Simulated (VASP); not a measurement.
# SiC (Moissanite): which input changes matter

Aim: change the input of a sound run on SiC (Moissanite) piece by piece and see what each change does. All runs use LDA. The start is a cell from a database of measured crystal structures.

Program: VASP 6.6.1. Level of theory: LDA; plane waves and PAW (Si, C). Results are calculated unless marked as measured.

### 1. The starting structure

Symmetry: P6_3mc, No. 186, hexagonal system. Conventional cell: a = 3.076 Å, b = 3.076 Å, c = 5.048 Å, α = 90.00°, β = 90.00°, γ = 120.00°. Si has 4 C at 1.87 to 1.94 Å nearest. Nearest to C lie 4 Si at 1.87 to 1.94 Å. Farther neighbours are not listed.

### 2. Reference run

A single point writes out the density, ELF and the potential. LDA, the lowest rung, knows the local density alone.

INCAR

```
SYSTEM = SiC
PREC = Accurate
ENCUT = 520
EDIFF = 1E-06
NELM = 100
ISMEAR = -1
SIGMA = 0.05
LREAL = .FALSE.
ALGO = Normal
GGA = CA
NBANDS = 14
LORBIT = 11
LWAVE = .FALSE.
LCHARG = .TRUE.
ISIF = 2
LELF = .TRUE.
LVHAR = .TRUE.
```

POSCAR

```
SiC
1.0
    3.0760000000      0.0000000000      0.0000000000
   -1.5380000000      2.6638941420      0.0000000000
    0.0000000000      0.0000000000      5.0480000000
Si C
2 2
Direct
    0.3333333333      0.6666666667      0.0000000000
    0.6666666667      0.3333333333      0.5000000000
    0.3333333333      0.6666666667      0.3850000000
    0.6666666667      0.3333333333      0.8850000000
```

KPOINTS

```
Automatic mesh
0
Gamma
7 7 4
0 0 0
```

PAW data sets: Si and C (LDA family, release 64).

The run is started by

```console
$ mpirun -np 4 vasp_std
```

What it wrote:

```text
[banner, memory and clock lines left out]
running    4 mpi-ranks, on    1 nodes
 distrk:  each k-point on    4 cores,    1 groups
 distr:  one band on    1 cores,    4 groups

 POSCAR found type information on POSCAR SiC
 POSCAR found :  2 types and       4 ions
 LDA part: xc-table for (Slater(with rela. corr.)+CA(PZ))
 , standard interpolation
|                                                                             |
|           W    W    AA    RRRRR   N    N  II  N    N   GGGG   !!!           |
|           W    W   A  A   R    R  NN   N  II  NN   N  G    G  !!!           |
|           W    W  A    A  R    R  N N  N  II  N N  N  G       !!!           |
|           W WW W  AAAAAA  RRRRR   N  N N  II  N  N N  G  GGG   !            |
|           WW  WW  A    A  R   R   N   NN  II  N   NN  G    G                |
|           W    W  A    A  R    R  N    N  II  N    N   GGGG   !!!           |
|                                                                             |
|     The number of bands has been changed from the values supplied in        |
|     The orbitals not found in the WAVECAR file will be initialized with     |
|     random numbers, which is usually adequate. For correlated               |
|     calculations, however, you should redo the groundstate calculation.     |
|     I found NBANDS = 14. Now, NBANDS = 16.                                  |
|                                                                             |

 POSCAR, INCAR and KPOINTS ok, starting setup
 FFT: planning ... GRIDC
 FFT: planning ... GRID_SOFT
 FFT: planning ... GRID
 WAVECAR not read
 entering main loop
       N       E                     dE             d eps       ncg     rms          rms(c)
DAV:   1     0.216555977156E+02    0.21656E+02   -0.71428E+03   768   0.894E+02
DAV:   2    -0.348307705788E+02   -0.56486E+02   -0.51591E+02  1088   0.157E+02
DAV:   3    -0.373184945204E+02   -0.24877E+01   -0.24778E+01  1016   0.300E+01
DAV:   4    -0.373382453934E+02   -0.19751E-01   -0.19748E-01   936   0.336E+00
DAV:   5    -0.373384500312E+02   -0.20464E-03   -0.20464E-03   976   0.320E-01    0.129E+01
DAV:   6    -0.333779845614E+02    0.39605E+01   -0.70875E+00   976   0.164E+01    0.590E+00
DAV:   7    -0.332753017669E+02    0.10268E+00   -0.11610E+00  1064   0.632E+00    0.245E+00
DAV:   8    -0.332352197579E+02    0.40082E-01   -0.61261E-02   864   0.149E+00    0.699E-01
DAV:   9    -0.332295995222E+02    0.56202E-02   -0.76503E-03   984   0.602E-01    0.112E-01
DAV:  10    -0.332296679250E+02   -0.68403E-04   -0.60183E-04   880   0.150E-01    0.625E-02
DAV:  11    -0.332296732390E+02   -0.53140E-05   -0.22218E-05  1000   0.341E-02    0.162E-02
DAV:  12    -0.332296723927E+02    0.84634E-06   -0.53379E-06   984   0.143E-02
   1 F= -.33229672E+02 E0= -.33229672E+02  d E =-.645004E-10
```

The job ended after 2.8 s (4 MPI ranks of AMD EPYC 9R45, shared host; peak memory 0.35 GiB; 8.8 s of CPU time).

The logs omit lines about the potential files and the build; timing stands in the text.

Parts of OUTCAR (step 2):

```text
ion  position               nearest neighbor table
   1  0.333  0.667  0.000-   4 1.87   4 1.87   4 1.87   3 1.94   2 3.09   2 3.09   2 3.09   2 3.09
                             2 3.09   2 3.09
   2  0.667  0.333  0.500-   3 1.87   3 1.87   3 1.87   4 1.94   1 3.09   1 3.09   1 3.09   1 3.09
                             1 3.09   1 3.09
   3  0.333  0.667  0.385-   2 1.87   2 1.87   2 1.87   1 1.94
   4  0.667  0.333  0.885-   1 1.87   1 1.87   1 1.87   2 1.94

  LATTYP: Found a hexagonal cell.
 ALAT       =     3.0760000000
 C/A-ratio  =     1.6410923277

 Subroutine GETGRP returns: Found 12 space group operations
 (whereof  6 operations were pure point group operations)

The static configuration has the point symmetry C_3v.
 The point group associated with its full space group is C_6v.

 Found     24 irreducible k-points:

   k-points           NKPTS =     24   k-points in BZ     NKDIM =     24   number of bands    NBANDS=     16

   dimension x,y,z NGX =    24 NGY =   24 NGZ =   40
   dimension x,y,z NGXF=    48 NGYF=   48 NGZF=   80

   ENCUT  =  520.0 eV  38.22 Ry    6.18 a.u.   5.72  5.72  9.39*2*pi/ulx,y,z

   NELECT =      16.0000    total number of electrons

 k-points in reciprocal lattice and weights: Automatic mesh
   0.00000000  0.00000000  0.00000000       0.005
   0.14285714 -0.00000000  0.00000000       0.031
   0.28571429  0.00000000  0.00000000       0.031
   0.42857143 -0.00000000  0.00000000       0.031
   0.14285714  0.14285714  0.00000000       0.031
   0.28571429  0.14285714  0.00000000       0.061
   0.42857143  0.14285714  0.00000000       0.031
   0.28571429  0.28571429  0.00000000       0.031
   0.00000000  0.00000000  0.25000000       0.010
[...]
0.42857143  0.14285714  0.50000000       0.031
   0.28571429  0.28571429  0.50000000       0.031

 average (electrostatic) potential at core
       1 -81.9380       2 -81.9380       3 -49.0029       4 -49.0029

 E-fermi :   9.3067

 k-point     1 :       0.0000    0.0000    0.0000
  band No.  band energies     occupation
    ...
      4       6.8089      2.00000
      5       6.8089      2.00000
      6       8.0883      2.00000
      7       8.0883      2.00000
      8       8.3605      2.00000
      9      12.9464      0.00000
     10      14.3968      0.00000
     11      14.7565      0.00000
     12      14.7565      0.00000
     13      15.8218      0.00000
    ...

 k-point     2 :       0.1429   -0.0000    0.0000
  band No.  band energies     occupation
    ...
      4       5.1137      2.00000
      5       6.2735      2.00000
      6       6.9057      2.00000
      7       7.8700      2.00000
      8       8.0967      2.00000
      9      13.1944      0.00000
     10      14.6818      0.00000
     11      15.0671      0.00000
     12      15.4666      0.00000
     13      15.5804      0.00000
    ...

 k-point     3 :       0.2857    0.0000    0.0000
  band No.  band energies     occupation
    ...
      4       2.4190      2.00000
      5       4.5704      2.00000
      6       5.4127      2.00000
      7       7.0976      2.00000
      8       7.3294      2.00000
      9      11.8260      0.00000
     10      13.5626      0.00000
     11      15.3559      0.00000
     12      15.9162      0.00000
     13      16.3383      0.00000
    ...

  Total       -0.5566237     -0.5566237     -1.6733558      0.0000000      0.0000000      0.0000000
  in kB      -21.5600441    -21.5600441    -64.8151064      0.0000000      0.0000000      0.0000000
  external PRESSURE =     -35.9783982 kB  Pullay stress =       0.0000000 kB

  energy-cutoff  :      520.00
  volume of cell :       41.36
      direct lattice vectors                 reciprocal lattice vectors
     3.076000000  0.000000000  0.000000000     0.325097529  0.187695146  0.000000000
    -1.538000000  2.663894142  0.000000000     0.000000000  0.375390292  0.000000000
     0.000000000  0.000000000  5.048000000     0.000000000  0.000000000  0.198098257

 POSITION                                       TOTAL-FORCE (eV/Angst)
 -----------------------------------------------------------------------------------
     -0.00000      1.77593      0.00000         0.000000      0.000000      0.730973
      1.53800      0.88796      2.52400        -0.000000      0.000000      0.730973
     -0.00000      1.77593      1.94348         0.000000      0.000000     -0.730973
      1.53800      0.88796      4.46748        -0.000000     -0.000000     -0.730973
 -----------------------------------------------------------------------------------
    total drift:                                0.000000      0.000000     -0.000214

  FREE ENERGIE OF THE ION-ELECTRON SYSTEM (eV)
  ---------------------------------------------------
  free  energy   TOTEN  =       -33.2296723927 eV

  energy  without entropy=      -33.2296723926  energy(sigma->0) =      -33.22967239

 total charge
# of ion       s       p       d       tot
------------------------------------------
    1        0.714   0.978   0.000   1.692
    2        0.714   0.978   0.000   1.692
    3        0.829   1.714   0.000   2.543
    4        0.829   1.714   0.000   2.543
--------------------------------------------------
tot          3.085   5.384   0.000   8.470

[... 3 further parts left out ...]
```

The gap is read on the k-mesh alone, so it is an upper bound where the band edges lie off the mesh, and a coarse mesh can show a gap where there is none. At this level the cell is under a tension of 3.6 GPa, so at these settings it is away from equilibrium.

A gap read on the k-mesh alone can miss the band edges.

This step gave:

```
SCF cycles                             : 12
electrons                              : 16
bands                                  : 16
irreducible k-points                   : 24
symmetry operations                    : 12
free energy (TOTEN)                    : -33.23 eV
Fermi energy                           : 9.307 eV
pressure                               : -3.598 GPa
metallic, judged on the points sampled : no
valence top at k                       : 0, 0, 0
conduction bottom at k                 : 0.2857, 0.2857, 0
least direct gap at k                  : 0.4286, 0, 0
gap on the k-mesh                      : 2.512 eV
least direct gap on the k-mesh         : 4.033 eV
```

Force by atom:

| atom | x (eV/Å) | y (eV/Å) | z (eV/Å) | size |
| --- | --- | --- | --- | --- |
| Si1 | 0.000 | 0.000 | 0.731 | 0.731 |
| Si2 | 0.000 | 0.000 | 0.731 | 0.731 |
| C3 | 0.000 | 0.000 | -0.731 | 0.731 |
| C4 | 0.000 | 0.000 | -0.731 | 0.731 |

Electrostatic potential energy in the ac plane at fractional y = 0.333, with atoms of Si and C within 0.2 Å of it. With pseudopotentials it is smooth inside the atoms' cores, unlike the true potential.

Values in eV, 22 rows by 16 columns, each cell a mean:
```
 -6  -8 -10 -11  -9  -6  -6  -7 -19 -40 -47 -47 -45 -26  -8  -5
 -5  -5  -7  -7  -6  -5  -5 -10 -34 -48 -32 -28 -45 -42 -15  -5
 -3  -3  -4  -4  -3  -3  -4  -9 -34 -47 -29 -24 -44 -43 -15  -4
 -1  -1  -1  -1  -1  -1  -2  -6 -22 -42 -44 -43 -45 -29  -9  -3
  1   1   1   1   1   1   0  -3  -8 -19 -29 -30 -23 -11  -4  -1
  1   1   1   1   1   1   0  -1  -4  -6  -8  -9  -7  -4  -2   0
  0   1   1   1   1   0  -1  -3  -5  -8 -10 -11  -9  -6  -4  -1
 -2   0   1   1   1  -1  -4  -7 -14 -23 -31 -32 -26 -16  -9  -5
 -4  -1   1   1   0  -3  -6 -15 -33 -54 -67 -69 -59 -40 -19  -8
 -5  -2   0   0  -1  -4  -9 -26 -54 -79 -84 -84 -81 -64 -34 -12
 -6  -2  -1  -1  -2  -5 -10 -32 -65 -84 -84 -84 -84 -75 -42 -15
 -6  -3  -2  -2  -2  -5  -9 -26 -56 -82 -84 -84 -83 -66 -35 -13
 -4  -3  -2  -2  -3  -4  -7 -15 -36 -58 -73 -75 -64 -44 -21  -8
 -3  -2  -2  -2  -2  -2  -4  -8 -16 -28 -37 -39 -32 -19  -9  -5
 -1  -1  -1  -1  -1  -1  -2  -4  -6 -10 -13 -13 -11  -7  -4  -2
  1   1   0   0   0   0   0  -1  -2  -3  -4  -5  -4  -3  -1   0
  1   1   1   0   1   1   1   1   0   0   0  -1   0   0   1   1
  0  -1  -1  -1  -1   0   0   1   1   1   1   1   1   1   1   1
 -2  -3  -4  -4  -3  -2  -1   0   1   1   1   1   1   1   1   0
 -4  -6  -7  -7  -6  -5  -2  -1   0   0   0   0   0   0   0  -2
 -5  -8 -10 -11  -9  -7  -4  -2  -2  -2  -3  -3  -3  -2  -2  -3
 -6  -9 -12 -13 -11  -8  -5  -4  -6 -12 -20 -22 -15  -7  -4  -4
```
Columns run along a (3.1 Å; values clipped at the 3rd and 97th percentile), rows up along c (5.0 Å). Atoms in or near the plane, at fractional coordinates: Si at (0.67, 0.50), C at (0.67, 0.88).

ELF in the ac plane at fractional y = 0.333, with atoms of Si and C within 0.2 Å of it. It is the smooth field of the valence electrons, not physical close to the nuclei.

Ten even steps from '_' (0.01) to '@' (0.92):
```
%%**====**%%@@@@%%##++==**%%@@@@
%%**====**%%@@@@%%++..__--##%%@@
%%**==--++##%%%%##--____..**%%%%
##++----==**%%%%##==....--**%%%%
**--::::--++########++++**######
==::....::--**##%%%%@@@@%%%%##**
--..____..::++##%%@@@@@@@@%%##++
::..______::==**%%@@@@@@@@%%##==
::..____....--++##@@@@@@@@%%**==
::::....::::--==++**%%%%##++==--
====----========--------------==
****++++******++--..______::==**
%%############**==..______--**##
%%%%######%%%%##++::____..==##%%
%%%%######%%%%%%**--....::++##%%
%%##########%%##**==::..--++##%%
##********####**++==::::--++**##
************++++==--::::::--==++
==++++++++====--::::......::----
--==++++==--::....________....::
::--====----::..____________....
::--------::::..................
::::::------------------------::
==--::::--==++++++++++++++++++++
**==----==**####################
%%**==--++##%%%%%%%%######%%%%%%
```
Columns run along a (3.1 Å), rows up along c (5.0 Å). Atoms in or near the plane, at fractional coordinates: Si at (0.67, 0.50), C at (0.67, 0.88).

Valence density in the ac plane at fractional y = 0.333, with atoms of Si and C within 0.2 Å of it. It is the smooth field of the valence electrons, not physical close to the nuclei.

Ten even steps from '_' (-0.2 e/Å³) to '@' (1.8 e/Å³):
```
--::::::::--==++**%%@@@@%%##++==
--::::::::--==**%%@@@@@@@@%%**==
--::::::::--==++%%@@@@%%@@@@**==
::::::..::::--++##@@@@@@@@%%++==
::........::--==**%%@@@@%%**==--
::..........::--==**####**++--::
............::::--==++++++==--::
..............::--========--::::
..............::----====----::::
............::::::--------::::::
::........::::::::::::::::::::::
::::::::::::::::::..____..::::::
--::::::::------::..______::----
----------------::..____..::----
------------------::....::::----
------------------::::::::::----
::----------::::::::::::::::::::
::::::::::::::::::::......::::::
::::::::::::....................
....::::........................
................................
................................
................................
::::....::::::::::::::::::::::::
::::::::::::::------======----::
--::::::::::--==++********++==--
```
Columns run along a (3.1 Å), rows up along c (5.0 Å). Atoms in or near the plane, at fractional coordinates: Si at (0.67, 0.50), C at (0.67, 0.88).

The pressure is -3.60 GPa and the largest force 0.731 eV/Å, so the cell is not at a minimum at these settings.

### 3. A single point (LDA) with a changed input

A single point gives energy, forces and stress at these settings. Some settings are moved from the usual, to see what they do.

INCAR

```
SYSTEM = SiC
PREC = Accurate
ENCUT = 520
EDIFF = 1E-06
NELM = 100
ISMEAR = 0
SIGMA = 0.3
LREAL = .FALSE.
ALGO = Normal
GGA = CA
NBANDS = 14
LORBIT = 11
LWAVE = .FALSE.
LCHARG = .FALSE.
KPAR = 4
ISIF = 2
```

POSCAR is that of step 2.

KPOINTS

```
Automatic mesh
0
Gamma
2 2 1
0 0 0
```

The run is started by

```console
$ mpirun -np 4 vasp_std
```

What it wrote:

```text
[banner, memory and clock lines left out]
running    4 mpi-ranks, on    1 nodes
 distrk:  each k-point on    1 cores,    4 groups
 distr:  one band on    1 cores,    1 groups

 POSCAR found type information on POSCAR SiC
 POSCAR found :  2 types and       4 ions
 LDA part: xc-table for (Slater(with rela. corr.)+CA(PZ))
 , standard interpolation
 POSCAR, INCAR and KPOINTS ok, starting setup
 FFT: planning ... GRIDC
 FFT: planning ... GRID_SOFT
 FFT: planning ... GRID
 WAVECAR not read
 entering main loop
       N       E                     dE             d eps       ncg     rms          rms(c)
DAV:   1     0.186791421812E+02    0.18679E+02   -0.70244E+03    56   0.100E+03
DAV:   2    -0.339799394156E+02   -0.52659E+02   -0.48577E+02    76   0.163E+02
DAV:   3    -0.363441750490E+02   -0.23642E+01   -0.23578E+01    80   0.322E+01
DAV:   4    -0.363684731831E+02   -0.24298E-01   -0.24295E-01    56   0.391E+00
DAV:   5    -0.363688464209E+02   -0.37324E-03   -0.37315E-03    80   0.445E-01    0.134E+01
DAV:   6    -0.319091559792E+02    0.44597E+01   -0.10387E+01    62   0.197E+01    0.615E+00
DAV:   7    -0.317444708265E+02    0.16469E+00   -0.12917E+00    82   0.716E+00    0.258E+00
DAV:   8    -0.317032402415E+02    0.41231E-01   -0.10861E-01    56   0.174E+00    0.764E-01
DAV:   9    -0.316991090210E+02    0.41312E-02   -0.57131E-03    80   0.582E-01    0.127E-01
DAV:  10    -0.316990830283E+02    0.25993E-04   -0.48171E-04    62   0.138E-01    0.727E-02
DAV:  11    -0.316990762701E+02    0.67582E-05   -0.92035E-05    74   0.571E-02    0.197E-02
DAV:  12    -0.316990726504E+02    0.36196E-05   -0.10010E-05    74   0.203E-02    0.741E-03
DAV:  13    -0.316990726071E+02    0.43362E-07   -0.27103E-07    46   0.392E-03
   1 F= -.31699073E+02 E0= -.31699073E+02  d E =-.200796E-07
```

The job ended after 1.2 s (4 MPI ranks; peak memory 0.4 GiB; 2.4 s of CPU time).

Parts of OUTCAR (step 3):

```text
 Found      2 irreducible k-points:

   k-points           NKPTS =      2   k-points in BZ     NKDIM =      2   number of bands    NBANDS=     14

   NELECT =      16.0000    total number of electrons

 E-fermi :   9.6379

 k-point     1 :       0.0000    0.0000    0.0000
  band No.  band energies     occupation
    ...
      4       6.9792      2.00000
      5       6.9792      2.00000
      6       8.2923      2.00000
      7       8.2923      2.00000
      8       8.4649      2.00000
      9      12.9737      0.00000
     10      14.4927      0.00000
     11      14.7554      0.00000
     12      14.7554      0.00000
     13      15.8385      0.00000
    ...

 k-point     2 :       0.5000    0.0000    0.0000
  band No.  band energies     occupation
    ...
      4       1.9352      2.00000
      5       2.9581      2.00000
      6       4.9468      2.00000
      7       5.1183      2.00000
      8       7.0505      2.00000
      9      10.8504      0.00000
     10      12.5087      0.00000
     11      15.1031      0.00000
     12      15.4756      0.00000
     13      17.9517      0.00000
    ...

  Total        1.1054715      1.1054715     -5.4176505      0.0000000      0.0000000      0.0000000
  in kB       42.8188982     42.8188982   -209.8451467      0.0000000      0.0000000      0.0000000
  external PRESSURE =     -41.4024501 kB  Pullay stress =       0.0000000 kB

 POSITION                                       TOTAL-FORCE (eV/Angst)
 -----------------------------------------------------------------------------------
     -0.00000      1.77593      0.00000         0.000000     -0.000000     -0.270677
      1.53800      0.88796      2.52400        -0.000000      0.000000     -0.270677
     -0.00000      1.77593      1.94348        -0.000000      0.000000      0.270677
      1.53800      0.88796      4.46748         0.000000     -0.000000      0.270677
 -----------------------------------------------------------------------------------
    total drift:                               -0.000000      0.000000     -0.000445

  FREE ENERGIE OF THE ION-ELECTRON SYSTEM (eV)
  ---------------------------------------------------
  free  energy   TOTEN  =       -31.6990726071 eV

  energy  without entropy=      -31.6990725870  energy(sigma->0) =      -31.69907260

 total charge
# of ion       s       p       d       tot
------------------------------------------
    1        0.691   0.973   0.000   1.664
    2        0.691   0.973   0.000   1.664
    3        0.782   1.784   0.000   2.567
    4        0.782   1.784   0.000   2.567
--------------------------------------------------
tot          2.947   5.516   0.000   8.462

[... 7 parts as in an earlier step ...]

[... 2 further parts left out ...]
```

The run converged; its settings lie outside those of the reference runs, so its numbers are set aside.

Against the sound run on this cell (reference run) the energy at zero smearing moves by +382.6 meV an atom and the pressure by -0.54 GPa.

Settings moved from the usual: ISMEAR = 0, SIGMA = 0.3 and k-mesh = 2×2×1. KPOINTS differs too.

The mesh holds 2 irreducible points against 24.

(Part 1 of 3 ends here.)

[Lines on the potential files, build, host, timing and source positions are cut from VASP's logs without a mark.]

[Logs are printed without paths, hosts, clocks, repeated set-up lines and the standing remarks that a program may print on its own settings, such as how far it seeks lower states.]

[Hosts, paths, dates, database ids (printed as entryN), source tags and the programs' standing remarks are cut or masked in the printed files.]

[A measured line is paired with the nearest computed mode of its activity, which favours agreement.]

[In band tables of VASP the shares of atoms and orbitals are scaled to a sum of 1 inside the atoms' spheres.]
